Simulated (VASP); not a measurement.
Computed with r2SCAN meta-GGA, VASP's PBE PAW potentials (set 64) (plane waves; VASP).

A VASP calculation is set up with these files.

**INCAR**
```
ALGO  =  Normal
EDIFF  =  1E-7
ENCUT  =  400
ISIF  =  2
ISMEAR  =  -5
LASPH  =  T
LCHARG  =  F
LMAXMIX  =  4
LMIXTAU  =  T
LORBIT  =  11
LREAL  =  F
LWAVE  =  F
METAGGA  =  R2SCAN
NEDOS  =  601
NELM  =  100
PREC  =  Accurate
SYSTEM  =  Ti
```

**KPOINTS_OPT**
```
k-points along high-symmetry lines
10
Line-mode
Reciprocal
  0.000000   0.000000   0.000000 ! GAMMA
  0.500000   0.000000   0.500000 ! X

  0.500000   0.000000   0.500000 ! X
  0.625000   0.250000   0.625000 ! U

  0.375000   0.375000   0.750000 ! K
  0.000000   0.000000   0.000000 ! GAMMA

  0.000000   0.000000   0.000000 ! GAMMA
  0.500000   0.500000   0.500000 ! L

  0.500000   0.500000   0.500000 ! L
  0.500000   0.250000   0.750000 ! W

  0.500000   0.250000   0.750000 ! W
  0.500000   0.000000   0.500000 ! X
```

**KPOINTS**
```
Automatic mesh
0
Gamma
17 17 17
0 0 0
```

**POSCAR**
```
Ti
1
    0.0000000000     2.0545750000     2.0545750000
    2.0545750000     0.0000000000     2.0545750000
    2.0545750000     2.0545750000     0.0000000000
Ti
1
Direct
  0.0000000000   0.0000000000   0.0000000000
```

POTCAR, in this order: Ti_sv (PBE.64 set). Program: vasp_std.

Task: What does the run give for the energy per atom (σ→0), band gap (over mesh and band path)?

Result: 
- energy per atom (σ→0) = -12.871 eV/atom
- band gap (over mesh and band path) = none (metal, semimetal or under 0.01 eV)

OSZICAR:
```
...
DAV:  20    -0.128711306302E+02    0.83923E-05   -0.41504E-06  3718   0.203E-02    0.165E-03
DAV:  21    -0.128711505394E+02   -0.19909E-04   -0.12854E-06  3324   0.165E-02    0.788E-04
DAV:  22    -0.128711498638E+02    0.67556E-06   -0.78315E-08  2012   0.282E-03    0.772E-04
DAV:  23    -0.128711502515E+02   -0.38769E-06   -0.16819E-08  1658   0.132E-03    0.916E-04
DAV:  24    -0.128711497681E+02    0.48344E-06   -0.84060E-09  1656   0.122E-03    0.103E-04
DAV:  25    -0.128711497788E+02   -0.10772E-07   -0.37624E-09  1650   0.630E-04
   1 F= -.12871150E+02 E0= -.12871150E+02  d E =0.000000E+00
       N       E                     dE             ncg
```

The structure comes from a computed database's Ti entry (Fm-3m); how it stands against other phases isn't given here. The cell was not relaxed at this level.
